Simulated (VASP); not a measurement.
Calculation: PBEsol GGA, VASP's PBE PAW potentials (set 64) (plane waves; VASP).

The input files of a VASP run:

**KPOINTS**
```
k-points along high-symmetry lines
10
Line-mode
Reciprocal
  0.000000   0.000000   0.000000 ! GAMMA
  0.500000   0.000000   0.000000 ! M

  0.500000   0.000000   0.000000 ! M
  0.333333   0.333333   0.000000 ! K

  0.333333   0.333333   0.000000 ! K
  0.000000   0.000000   0.000000 ! GAMMA

  0.000000   0.000000   0.000000 ! GAMMA
  0.000000   0.000000   0.500000 ! A

  0.000000   0.000000   0.500000 ! A
  0.500000   0.000000   0.500000 ! L

  0.500000   0.000000   0.500000 ! L
  0.333333   0.333333   0.500000 ! H

  0.333333   0.333333   0.500000 ! H
  0.000000   0.000000   0.500000 ! A

  0.500000   0.000000   0.500000 ! L
  0.500000   0.000000   0.000000 ! M

  0.333333   0.333333   0.500000 ! H
  0.333333   0.333333   0.000000 ! K
```

INCAR:
```
# general
SYSTEM  = Sb2Se3
PREC    = Accurate
ENCUT   = 400
LREAL   = .FALSE.
LASPH   = .TRUE.
ICHARG  = 11

# electronic loop
EDIFF   = 1E-7
NELM    = 100
ALGO    = Normal
LMAXMIX = 4

# smearing
ISMEAR  = 0
SIGMA   = 0.05

# functional
GGA     = PS

# output
LWAVE   = .FALSE.
LCHARG  = .FALSE.
LORBIT  = 11
```

**POSCAR**
```
Sb2Se3
1
    4.0026473349    -0.0000000672    -0.0000000000
   -2.0013232848     3.4663939367     0.0000000000
   -0.0000000000    -0.0000000000     9.8229324650
Sb Se
2 3
Direct
  0.3333330000   0.6666670000   0.1892105261
  0.6666670000   0.3333330000   0.8107894739
  0.0000000000   0.0000000000   1.0000000000
  0.3333330000   0.6666670000   0.6520157941
  0.6666670000   0.3333330000   0.3479842059
```

POTCAR, in this order: Sb Se (PBE.64 set). Program: vasp_std. Read from the step before: CHGCAR.

Output

File OUTCAR:
```
 ion  position               nearest neighbor table
   1  0.333  0.667  0.189-   5 2.79   5 2.79   5 2.79   3 2.97   3 2.97   3 2.97
   2  0.667  0.333  0.811-   4 2.79   4 2.79   4 2.79   3 2.97   3 2.97   3 2.97
   3  0.000  0.000  0.000-   1 2.97   2 2.97   1 2.97   2 2.97   2 2.97   1 2.97
   4  0.333  0.667  0.652-   2 2.79   2 2.79   2 2.79
   5  0.667  0.333  0.348-   1 2.79   1 2.79   1 2.79
  LATTYP: Found a hexagonal cell.
 ALAT       =     4.0026473349
 C/A-ratio  =     2.4541089042
 Subroutine PRICEL returns:
 Original cell was already a primitive cell.
 Subroutine GETGRP returns: Found 12 space group operations
The static configuration has the point symmetry D_3d.
The dynamic configuration has the point symmetry D_3d.
 Subroutine INISYM returns: Found 12 space group operations
   k-points           NKPTS =     90   k-points in BZ     NKDIM =     90   number of bands    NBANDS=     18
   number of dos      NEDOS =    301   number of ions     NIONS =      5
   total plane-waves  NPLWV =  50176
   dimension x,y,z NGX =    28 NGY =   28 NGZ =   64
   dimension x,y,z NGXF=    56 NGYF=   56 NGZF=  128
   ions per type =               2   3
   PREC   = accura    normal or accurate (medium, high low for compatibility)
   ISTART =      0    job   : 0-new  1-cont  2-samecut
   ICHARG =     11    charge: 1-file 2-atom 10-const
   ISPIN  =      1    spin polarized calculation?
   LNONCOLLINEAR =      F non collinear calculations
   LSORBIT =      F    spin-orbit coupling
   INIWAV =      1    electr: 0-lowe 1-rand  2-diag
   ENCUT  =  400.0 eV  29.40 Ry    5.42 a.u.   6.53  6.53 16.02*2*pi/ulx,y,z
   NELM   =    100;   NELMIN=  2; NELMDL= -5     # of ELM steps
   EDIFF  = 0.1E-06   stopping-criterion for ELM
   LREAL  =      F    real-space projection
   NLSPLINE    = F    spline interpolate recip. space projectors
   LMAXMIX     =    4 max onsite mixed and CHGCAR
   VOSKOWN=      0    Vosko Wilk Nusair interpolation
   EDIFFG = 0.1E-05   stopping-criterion for IOM
   NSW    =      0    number of steps for IOM
   NBLOCK =      1;   KBLOCK =      1    inner block; outer block
   IBRION =     -1    ionic relax: 0-MD 1-quasi-New 2-CG
   NFREE  =      0    steps in history (QN), initial steepest desc. (CG)
...
```

### OSZICAR
```
       N       E                     dE             d eps       ncg     rms          rms(c)
DAV:   1     0.132178513883E+03    0.13218E+03   -0.92214E+03  3240   0.104E+03
DAV:   2    -0.922918773932E+01   -0.14141E+03   -0.13902E+03  4318   0.184E+02
DAV:   3    -0.203153772599E+02   -0.11086E+02   -0.10840E+02  3908   0.570E+01
DAV:   4    -0.205962926942E+02   -0.28092E+00   -0.27819E+00  4642   0.855E+00
DAV:   5    -0.206008396274E+02   -0.45469E-02   -0.45345E-02  4226   0.102E+00
DAV:   6    -0.206009275943E+02   -0.87967E-04   -0.87931E-04  4598   0.142E-01
DAV:   7    -0.206009300001E+02   -0.24058E-05   -0.24049E-05  4316   0.224E-02
DAV:   8    -0.206009300810E+02   -0.80870E-07   -0.81259E-07  4572   0.386E-03
   1 F= -.20600930E+02 E0= -.20599964E+02  d E =-.193207E-02
```

### OUTCAR
```
 val. band max:        5.0088316393   @ k =   0.0000   0.0000   0.0000

 cond. band min:       5.0102329916   @ k =   0.0000   0.0000   0.0000



 k-point     1 :       0.0000    0.0000    0.0000
  band No.  band energies     occupation
      1      -9.6814      2.00000
      2      -8.9467      2.00000
      3      -8.3296      2.00000
      4      -3.9954      2.00000
      5      -2.6797      2.00000
      6       2.5559      2.00000
      7       2.8019      2.00000
      8       2.8033      2.00000
      9       2.8033      2.00000
     10       2.9077      2.00000
     11       2.9077      2.00000
     12       3.3953      2.00000
     13       3.3953      2.00000
     14       5.0088      1.01526
     15       5.0102      0.98364
     16       6.0864      0.00000
     17       6.0865      0.00000
     18       6.9720      0.00000

 k-point     2 :       0.0556    0.0000    0.0000
  band No.  band energies     occupation
      1      -9.6535      2.00000
      2      -8.9222      2.00000
      3      -8.3135      2.00000
      4      -3.9952      2.00000
      5      -2.7119      2.00000
      6       2.2277      2.00000
      7       2.3254      2.00000
      8       2.6384      2.00000
      9       2.8932      2.00000
     10       2.9419      2.00000
     11       3.1822      2.00000
     12       3.3643      2.00000
     13       3.4037      2.00000
     14       4.9137      1.99324
     15       5.3109      0.00000
     16       6.0471      0.00000
     17       6.1389      0.00000
     18       7.0801      0.00000

 k-point     3 :       0.1111    0.0000    0.0000
  band No.  band energies     occupation
      1      -9.5703      2.00000
      2      -8.8497      2.00000
      3      -8.2668      2.00000
      4      -3.9986      2.00000
      5      -2.8123      2.00000
      6       1.6826      2.00000
      7       1.8653      2.00000
      8       2.3659      2.00000
      9       2.4197      2.00000
     10       2.8687      2.00000
...
```

The density is held fixed in this step, so its total energy and stress have no physical meaning. Unless said otherwise, spin-orbit coupling is left out, though it shifts the bands of the heavy elements here.

The structure was generated: Sb2Se3 was put into the A-La2O3 type (P-3m1), which need not be its known phase. It was relaxed first, which changed the volume by +8 %.
